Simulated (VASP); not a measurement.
Given:

```xyz
8
Lattice="5.3000 0.0000 0.0000 0.0000 5.3000 0.0000 0.0000 0.0000 5.3000" Properties=species:S:1:pos:R:3 pbc="T T T"
Nb     1.3250     0.0000     2.6500
Nb     2.6500     1.3250     0.0000
Nb     2.6500     3.9750     0.0000
Nb     3.9750     0.0000     2.6500
Nb     0.0000     2.6500     3.9750
Nb     0.0000     2.6500     1.3250
Sn     2.6500     2.6500     2.6500
Sn     0.0000     0.0000     0.0000
```

Method: r2SCAN meta-GGA, VASP's PBE PAW potentials (set 64) (plane waves; VASP). Numerical set-up: 400 eV cut-off, 7×7×7 Γ-centred mesh, tetrahedra with Blöchl corrections, potentials Nb_sv Sn_d.

The cores are frozen, which limits the accuracy of field gradients.

Problem. Give the principal components of the electric field gradient (V/Å²) and the asymmetry η at each nucleus.

Solution. 
```json
[
 {"atom": "Nb1", "Vxx": "-28.4", "Vyy": "-28.4", "Vzz": "56.7", "η": "0.00"},
 {"atom": "Nb2", "Vxx": "-28.4", "Vyy": "-28.4", "Vzz": "56.7", "η": "0.00"},
 {"atom": "Nb3", "Vxx": "-28.4", "Vyy": "-28.4", "Vzz": "56.7", "η": "0.00"},
 {"atom": "Nb4", "Vxx": "-28.4", "Vyy": "-28.4", "Vzz": "56.7", "η": "0.00"},
 {"atom": "Nb5", "Vxx": "-28.4", "Vyy": "-28.4", "Vzz": "56.7", "η": "0.00"},
 {"atom": "Nb6", "Vxx": "-28.4", "Vyy": "-28.4", "Vzz": "56.7", "η": "0.00"},
 {"atom": "Sn7", "Vxx": "0.0", "Vyy": "0.0", "Vzz": "0.0", "η": "-"},
 {"atom": "Sn8", "Vxx": "0.0", "Vyy": "0.0", "Vzz": "0.0", "η": "-"}
]
```

The compound is Nb3Sn in the A15 structure. It was relaxed first.
